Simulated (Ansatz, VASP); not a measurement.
# MnSbS2Br: VASP beside Ansatz, part 2 of 2

Wanted: the spread between two codes on one cell, functional and k mesh.

VASP 6.6.1 and Ansatz 0.2.0.

So far. Step 2 (Ansatz: single point, LDA, DFT+U): The run ends at a pressure of -2.23 GPa, with forces up to 0.13 eV/Å.

### Step 3. VASP: single point, LDA, DFT+U

Level of this step: LDA, DFT+U (Mn d 5 eV), spin-polarised from an antiferromagnetic start; plane waves and PAW (Sb, Br, Mn, S) (VASP).

The same cell, functional (in two slightly different forms), mesh and smearing now go to VASP, with its own data sets and cutoff.

Lines of VASP's logs that name or quote its potential files are left out, and so is its time.

Input file INCAR:

```
SYSTEM = MnSbS2Br
PREC = Normal
ENCUT = 350
EDIFF = 1E-06
NELM = 150
ISMEAR = 0
SIGMA = 0.05
LREAL = .FALSE.
ALGO = Normal
GGA = CA
NBANDS = 41
ISPIN = 2
MAGMOM = 0 0 0 0 4 -4 0 0 0 0
LDAU = .TRUE.
LDAUTYPE = 2
LDAUL = -1 -1 2 -1
LDAUU = 0 0 5 0
LDAUJ = 0 0 0 0
LDAUPRINT = 1
LASPH = .TRUE.
LMAXMIX = 4
LORBIT = 11
LWAVE = .FALSE.
LCHARG = .TRUE.
KPAR = 2
AMIX = 0.2
BMIX = 1E-04
AMIX_MAG = 0.8
BMIX_MAG = 1E-04
```

Input file POSCAR:

```
MnSbS2Br
1.0
    6.3345000000     -1.9254500000      0.0000000000
    6.3345000000      1.9254500000      0.0000000000
   -0.1672813157      0.0000000000      9.5835401581
Sb Br Mn S
2 2 2 4
Direct
    0.7090000000      0.7090000000      0.8094000000
    0.2910000000      0.2910000000      0.1906000000
    0.6340000000      0.6340000000      0.4299000000
    0.3660000000      0.3660000000      0.5701000000
    0.0000000000      0.0000000000      0.0000000000
    0.0000000000      0.0000000000      0.5000000000
    0.6400000000      0.6400000000      0.0488380000
    0.3600000000      0.3600000000      0.9511620000
    0.0760000000      0.0760000000      0.7570000000
    0.9240000000      0.9240000000      0.2430000000
```

Input file KPOINTS:

```
Automatic mesh
0
Gamma
5 5 2
0 0 0
```

PAW data sets: Sb, Br, Mn and S (LDA family, release 64).

Run with:

```bash
> mpirun -np 2 vasp_std
```

Numbers of over 12 decimals in the logs are rounded to 6 here.

The program printed:

```text
[banner, memory and clock lines left out]
running    2 mpi-ranks, on    1 nodes
 distrk:  each k-point on    1 cores,    2 groups
 distr:  one band on    1 cores,    1 groups

 POSCAR found type information on POSCAR SbBrMnS
 POSCAR found :  4 types and      10 ions
 LDA part: xc-table for (Slater(with rela. corr.)+CA(PZ))
 , standard interpolation
 POSCAR, INCAR and KPOINTS ok, starting setup
 FFT: planning ... GRIDC
 FFT: planning ... GRID_SOFT
 FFT: planning ... GRID
 WAVECAR not read
 entering main loop
       N       E                     dE             d eps       ncg     rms          rms(c)
DAV:   1     0.482444567504E+03    0.48244E+03   -0.18283E+04  2952   0.987E+02
DAV:   2     0.344950239385E+02   -0.44795E+03   -0.43007E+03  2968   0.294E+02
DAV:   3    -0.494192555303E+02   -0.83914E+02   -0.80107E+02  4647   0.132E+02
DAV:   4    -0.544414879196E+02   -0.50222E+01   -0.49573E+01  4464   0.381E+01
DAV:   5    -0.546118332241E+02   -0.17035E+00   -0.16977E+00  4576   0.756E+00    0.208E+01
DAV:   6    -0.534954039434E+02    0.11164E+01   -0.85026E+00  5008   0.412E+01    0.174E+01
DAV:   7    -0.533364366354E+02    0.15897E+00   -0.30897E+00  4696   0.236E+01    0.140E+01
DAV:   8    -0.532782091959E+02    0.58227E-01   -0.49075E-01  3960   0.319E+00    0.847E+00
DAV:   9    -0.532437175453E+02    0.34492E-01   -0.11984E-01  5112   0.370E+00    0.244E+00
DAV:  10    -0.532459173512E+02   -0.21998E-02   -0.25336E-02  4592   0.185E+00    0.541E-01
DAV:  11    -0.532448741497E+02    0.10432E-02   -0.37116E-03  4472   0.293E-01    0.294E-01
DAV:  12    -0.532443865344E+02    0.48762E-03   -0.18143E-03  4584   0.420E-01    0.132E-01
DAV:  13    -0.532443693215E+02    0.17213E-04   -0.32000E-04  3952   0.868E-02    0.765E-02
DAV:  14    -0.532443657387E+02    0.35827E-05   -0.47039E-05  4920   0.457E-02    0.505E-02
DAV:  15    -0.532443648875E+02    0.85126E-06   -0.21502E-05  4400   0.278E-02    0.229E-02
DAV:  16    -0.532443658187E+02   -0.93120E-06   -0.49915E-06  3584   0.145E-02
   1 F= -.53244366E+02 E0= -.53244366E+02  d E =-.954548E-11  mag=     0.0000
```

From OUTCAR (step 3):

```text
ion  position               nearest neighbor table
   1  0.709  0.709  0.809-   7 2.47   9 2.60   9 2.60   8 3.02   8 3.02
   2  0.291  0.291  0.191-   8 2.47  10 2.60  10 2.60   7 3.02   7 3.02
   3  0.634  0.634  0.430-   6 2.66   6 2.66
   4  0.366  0.366  0.570-   6 2.66   6 2.66
   5  0.000  0.000  0.000-   9 2.54  10 2.54   7 2.65   7 2.65   8 2.65   8 2.65
   6  0.000  0.000  0.500-   9 2.63  10 2.63   3 2.66   3 2.66   4 2.66   4 2.66
   7  0.640  0.640  0.049-   1 2.47   5 2.65   5 2.65   2 3.02   2 3.02
   8  0.360  0.360  0.951-   2 2.47   5 2.65   5 2.65   1 3.02   1 3.02
   9  0.076  0.076  0.757-   5 2.54   1 2.60   1 2.60   6 2.63
  10  0.924  0.924  0.243-   5 2.54   2 2.60   2 2.60   6 2.63

  LATTYP: Found a base centered monoclinic cell.
 ALAT       =    12.6690000000
 B/A-ratio  =     0.3039624280
 C/A-ratio  =     0.7565711579
 COS(beta)  =    -0.0174524064

 Subroutine GETGRP returns: Found  4 space group operations
 (whereof  4 operations were pure point group operations)

The static configuration has the point symmetry C_2h.

 Found     18 irreducible k-points:

   k-points           NKPTS =     18   k-points in BZ     NKDIM =     18   number of bands    NBANDS=     41

   dimension x,y,z NGX =    30 NGY =   30 NGZ =   48
   dimension x,y,z NGXF=    60 NGYF=   60 NGZF=   96

   ENCUT  =  350.0 eV  25.72 Ry    5.07 a.u.  10.10 10.10 14.62*2*pi/ulx,y,z

   NELECT =      62.0000    total number of electrons

 k-points in reciprocal lattice and weights: Automatic mesh
   0.00000000  0.00000000  0.00000000       0.020
   0.20000000  0.00000000 -0.00000000       0.080
   0.40000000  0.00000000 -0.00000000       0.080
   0.20000000  0.20000000 -0.00000000       0.040
   0.40000000  0.20000000  0.00000000       0.080
  -0.40000000  0.20000000  0.00000000       0.080
  -0.20000000  0.20000000  0.00000000       0.040
   0.40000000  0.40000000  0.00000000       0.040
  -0.40000000  0.40000000  0.00000000       0.040
[...]
0.40000000  0.40000000  0.50000000       0.040
  -0.40000000  0.40000000  0.50000000       0.040

atom =   5  type =  3  l = 2

 onsite density matrix

spin component  1

  0.9529  0.0076  0.0000  0.0000  0.0000
  0.0076  0.9367  0.0000  0.0000  0.0000
  0.0000  0.0000  0.9524 -0.0116  0.0022
  0.0000  0.0000 -0.0116  0.9416  0.0002
  0.0000  0.0000  0.0022  0.0002  0.9358

spin component  2

  0.0696  0.0153  0.0000  0.0000  0.0000
  0.0153  0.0194  0.0000  0.0000  0.0000
  0.0000  0.0000  0.0661 -0.0350  0.0066
  0.0000  0.0000 -0.0350  0.0382 -0.0064
  0.0000  0.0000  0.0066 -0.0064  0.0157

 occupancies and eigenvectors

  o =  0.0129  v =  0.0000  0.0000  0.0000  0.0000  0.0000  0.0000  0.0000  0.3434  0.6485  0.6794      0.0000  0.0000  0.0000  0.0000  0.0000  0.0000  0.0000  0.0000  0.0000  0.0000
  o =  0.0151  v =  0.0000  0.0000  0.0000  0.0000  0.0000  0.2699 -0.9629  0.0000  0.0000  0.0000      0.0000  0.0000  0.0000  0.0000  0.0000  0.0000  0.0000  0.0000  0.0000  0.0000
  o =  0.0162  v =  0.0000  0.0000  0.0000  0.0000  0.0000  0.0000  0.0000  0.4573  0.5163 -0.7241      0.0000  0.0000  0.0000  0.0000  0.0000  0.0000  0.0000  0.0000  0.0000  0.0000
  o =  0.0739  v =  0.0000  0.0000  0.0000  0.0000  0.0000 -0.9629 -0.2699  0.0000  0.0000  0.0000      0.0000  0.0000  0.0000  0.0000  0.0000  0.0000  0.0000  0.0000  0.0000  0.0000
  o =  0.0909  v =  0.0000  0.0000  0.0000  0.0000  0.0000  0.0000  0.0000 -0.8203  0.5593 -0.1192      0.0000  0.0000  0.0000  0.0000  0.0000  0.0000  0.0000  0.0000  0.0000  0.0000
  o =  0.9334  v =  0.0000  0.0000  0.4936  0.7140 -0.4965  0.0000  0.0000  0.0000  0.0000  0.0000      0.0000  0.0000  0.0000  0.0000  0.0000  0.0000  0.0000  0.0000  0.0000  0.0000
  o =  0.9337  v =  0.3688 -0.9295  0.0000  0.0000  0.0000  0.0000  0.0000  0.0000  0.0000  0.0000      0.0000  0.0000  0.0000  0.0000  0.0000  0.0000  0.0000  0.0000  0.0000  0.0000
  o =  0.9365  v =  0.0000  0.0000  0.2140  0.4536  0.8651  0.0000  0.0000  0.0000  0.0000  0.0000      0.0000  0.0000  0.0000  0.0000  0.0000  0.0000  0.0000  0.0000  0.0000  0.0000
  o =  0.9559  v = -0.9295 -0.3688  0.0000  0.0000  0.0000  0.0000  0.0000  0.0000  0.0000  0.0000      0.0000  0.0000  0.0000  0.0000  0.0000  0.0000  0.0000  0.0000  0.0000  0.0000
  o =  0.9599  v =  0.0000  0.0000 -0.8429  0.5333 -0.0711  0.0000  0.0000  0.0000  0.0000  0.0000      0.0000  0.0000  0.0000  0.0000  0.0000  0.0000  0.0000  0.0000  0.0000  0.0000

atom =   6  type =  3  l = 2

 onsite density matrix

spin component  1

  0.0678 -0.0215  0.0000  0.0000  0.0000
 -0.0215  0.0240  0.0000  0.0000  0.0000
  0.0000  0.0000  0.0507  0.0278  0.0068
[...]
o =  0.9362  v =  0.0000  0.0000  0.0000  0.0000  0.0000 -0.3921 -0.9199  0.0000  0.0000  0.0000      0.0000  0.0000  0.0000  0.0000  0.0000  0.0000  0.0000  0.0000  0.0000  0.0000
  o =  0.9370  v =  0.0000  0.0000  0.0000  0.0000  0.0000  0.0000  0.0000 -0.6411  0.7158  0.2768      0.0000  0.0000  0.0000  0.0000  0.0000  0.0000  0.0000  0.0000  0.0000  0.0000
  o =  0.9383  v =  0.0000  0.0000  0.0000  0.0000  0.0000  0.0000  0.0000  0.0718 -0.3032  0.9502      0.0000  0.0000  0.0000  0.0000  0.0000  0.0000  0.0000  0.0000  0.0000  0.0000
  o =  0.9597  v =  0.0000  0.0000  0.0000  0.0000  0.0000  0.0000  0.0000 -0.7641 -0.6290 -0.1429      0.0000  0.0000  0.0000  0.0000  0.0000  0.0000  0.0000  0.0000  0.0000  0.0000
  o =  0.9653  v =  0.0000  0.0000  0.0000  0.0000  0.0000 -0.9199  0.3921  0.0000  0.0000  0.0000      0.0000  0.0000  0.0000  0.0000  0.0000  0.0000  0.0000  0.0000  0.0000  0.0000

 average (electrostatic) potential at core
       1 -89.8939       2 -89.8939       3 -66.8634       4 -66.8634       5 -46.0333
       6 -45.9840       7 -87.4413       8 -87.4413       9 -87.6126      10 -87.6126

 E-fermi :   4.1034

 spin component 1
 k-point     1 :       0.0000    0.0000    0.0000
  band No.  band energies     occupation
    ...
     27       2.7014      1.00000
     28       2.9542      1.00000
     29       2.9550      1.00000
     30       2.9914      1.00000
     31       3.4228      1.00000
     32       5.5004      0.00000
     33       5.9415      0.00000
     34       6.6652      0.00000
     35       6.7806      0.00000
     36       7.0879      0.00000
    ...

 k-point     2 :       0.2000    0.0000   -0.0000
  band No.  band energies     occupation
    ...
     27       2.9228      1.00000
     28       2.9496      1.00000
     29       3.2210      1.00000
     30       3.5645      1.00000
     31       3.8848      1.00000
     32       6.1832      0.00000
     33       6.4359      0.00000
     34       6.6341      0.00000
     35       6.8537      0.00000
     36       7.0838      0.00000
    ...

 k-point     3 :       0.4000    0.0000   -0.0000
  band No.  band energies     occupation
    ...
     27       2.2000      1.00000
     28       2.4274      1.00000
     29       2.6396      1.00000
     30       3.0351      1.00000
     31       3.5415      1.00000
     32       6.3581      0.00000
     33       6.5414      0.00000
     34       6.7189      0.00000
     35       6.9024      0.00000
     36       7.1927      0.00000
    ...

 k-point     4 :       0.2000    0.2000   -0.0000
  band No.  band energies     occupation
    ...
     27       2.6676      1.00000
     28       2.9942      1.00000
     29       3.2641      1.00000
     30       3.3263      1.00000
     31       3.5953      1.00000
     32       5.3956      0.00000
     33       6.0273      0.00000
     34       6.6009      0.00000
     35       6.6919      0.00000
     36       7.0305      0.00000
    ...

 k-point     5 :       0.4000    0.2000    0.0000
  band No.  band energies     occupation
    ...
     27       2.5244      1.00000
     28       2.7472      1.00000
     29       3.0556      1.00000
     30       3.2832      1.00000
     31       3.6770      1.00000
     32       6.1862      0.00000
     33       6.4646      0.00000
     34       6.7459      0.00000
     35       6.8827      0.00000
     36       7.1779      0.00000
    ...

 k-point     6 :      -0.4000    0.2000    0.0000
  band No.  band energies     occupation
    ...
     27       2.0984      1.00000
     28       2.2239      1.00000
     29       2.4685      1.00000
     30       2.9717      1.00000
     31       3.2498      1.00000
     32       6.3397      0.00000
     33       6.5616      0.00000
     34       6.7213      0.00000
     35       7.1009      0.00000
     36       7.3376      0.00000
    ...

  Total       -4.0283814     -4.2514929     -3.5858034      0.0000000      0.0000000     -0.6256536
  in kB      -27.6083607    -29.1374469    -24.5751689      0.0000000      0.0000000     -4.2878936
  external PRESSURE =     -27.1069921 kB  Pullay stress =       0.0000000 kB

  energy-cutoff  :      350.00
  volume of cell :      233.78
      direct lattice vectors                 reciprocal lattice vectors
     6.334500000 -1.925450000  0.000000000     0.078932828 -0.259679555  0.001377778
     6.334500000  1.925450000  0.000000000     0.078932828  0.259679555  0.001377778
    -0.167281316  0.000000000  9.583540158     0.000000000  0.000000000  0.104345574

 POSITION                                       TOTAL-FORCE (eV/Angst)
 -----------------------------------------------------------------------------------
      8.84692      0.00000      7.75692         0.158824      0.000000     -0.050929
      3.65480      0.00000      1.82662        -0.158824      0.000000      0.050929
      7.96023      0.00000      4.11996        -0.132326      0.000000      0.045461
      4.54149      0.00000      5.46358         0.132326      0.000000     -0.045461
      0.00000      0.00000      0.00000         0.000000      0.000000      0.000000
     -0.08364      0.00000      4.79177         0.000000      0.000000      0.000000
      8.09999      0.00000      0.46804        -0.123893      0.000000      0.151883
      4.40173      0.00000      9.11550         0.123893      0.000000     -0.151883
      0.83621      0.00000      7.25474        -0.075553      0.000000     -0.009663
     11.66551      0.00000      2.32880         0.075553      0.000000      0.009663
 -----------------------------------------------------------------------------------
    total drift:                                0.000000      0.000000     -0.000000

  FREE ENERGIE OF THE ION-ELECTRON SYSTEM (eV)
  ---------------------------------------------------
  free  energy   TOTEN  =       -53.2443658187 eV

  energy  without entropy=      -53.2443658187  energy(sigma->0) =      -53.24436582

 total charge
# of ion       s       p       d       tot
------------------------------------------
    1        1.304   0.924   0.072   2.300
    2        1.304   0.924   0.072   2.300
    3        1.612   3.236   0.014   4.862
    4        1.612   3.236   0.014   4.862
    5        0.237   0.226   4.910   5.373
    6        0.223   0.213   4.911   5.347
    7        1.349   2.346   0.000   3.695
    8        1.349   2.346   0.000   3.695
    9        1.348   2.350   0.000   3.698
   10        1.348   2.350   0.000   3.698
--------------------------------------------------
tot         11.687  18.150   9.993  39.830

 magnetization (x)
# of ion       s       p       d       tot
------------------------------------------
    1       -0.001   0.013   0.000   0.013
    2       -0.001   0.013   0.000   0.013
    3       -0.004  -0.027  -0.003  -0.034
    4       -0.004  -0.027  -0.003  -0.034
    5        0.029   0.025   4.499   4.552
    6       -0.027  -0.022  -4.533  -4.582
    7        0.006   0.009   0.000   0.015
    8        0.006   0.009   0.000   0.015
    9       -0.001   0.003   0.000   0.003
   10       -0.001   0.003   0.000   0.003
--------------------------------------------------
tot          0.004  -0.002  -0.039  -0.037

[... 6 further parts left out ...]
```

The data set Mn keeps the semicore shell frozen, which is cheaper and a little less accurate.

### Step 4. Differences

Known differences besides the potentials themselves: U acts on the PAW sphere in VASP and on atomic orbitals in Ansatz, so only states and trends compare; the two LDA forms differ slightly; the data sets hold 98 valence electrons in Ansatz (default PAW (the set named soft_2) files) and 62 in VASP; the cutoff is 420 eV in Ansatz and 350 eV in VASP (PREC = Normal); VASP's log shows a relativistic correction to its local exchange, Ansatz's none; site moments are counted in spheres of each program's own size. Total energies have different zeros and are not compared.

Compared:

```
              quantity  Ansatz   VASP  difference
        pressure (GPa)   -2.23  -2.71       +0.48
gap on the k mesh (eV)   1.435  1.430      +0.005
    moment on Mn6 (μB)   -4.49  -4.58       +0.10
    moment on Mn5 (μB)    4.40   4.55       -0.15
```

Forces (eV/Å; atoms numbered as in POSCAR):

```
atom        Ansatz x, y, z           VASP x, y, z
 Sb1  0.124, 0.000, -0.023   0.159, 0.000, -0.051
 Sb2  -0.124, 0.000, 0.023   -0.159, 0.000, 0.051
 Br3  -0.066, 0.000, 0.022   -0.132, 0.000, 0.045
 Br4  0.066, 0.000, -0.022   0.132, 0.000, -0.045
 Mn5   0.000, 0.000, 0.000    0.000, 0.000, 0.000
 Mn6   0.000, 0.000, 0.000    0.000, 0.000, 0.000
  S7  -0.044, 0.000, 0.123   -0.124, 0.000, 0.152
  S8  0.044, 0.000, -0.123   0.124, 0.000, -0.152
  S9  -0.005, 0.000, 0.000  -0.076, 0.000, -0.010
 S10   0.005, 0.000, 0.000    0.076, 0.000, 0.010
```

The forces differ by 36 meV/Å r.m.s., which is 45.7 % of the r.m.s. force of 0.08 eV/Å (both taken over all components). A gap on the mesh is an upper bound, since the band edges may lie between its points.

### Step 5. Summary of results

| Quantity | Value |
| --- | --- |
| r.m.s. force difference (single point, LDA, DFT+U) | 36 meV/Å |

**Reading.** The r.m.s. force difference is 36 meV/Å (single point, LDA, DFT+U). How closely two codes agree says nothing of how well the functional describes the real material.

[Lines on the potential files, build, host, timing and source positions are cut from VASP's logs without a mark.]

[Logs are printed without paths, hosts, clocks, repeated set-up lines and the standing remarks that a program may print on its own settings, such as how far it seeks lower states.]

[Hosts, paths, dates, database ids (printed as entryN), source tags and the programs' standing remarks are cut or masked in the printed files.]
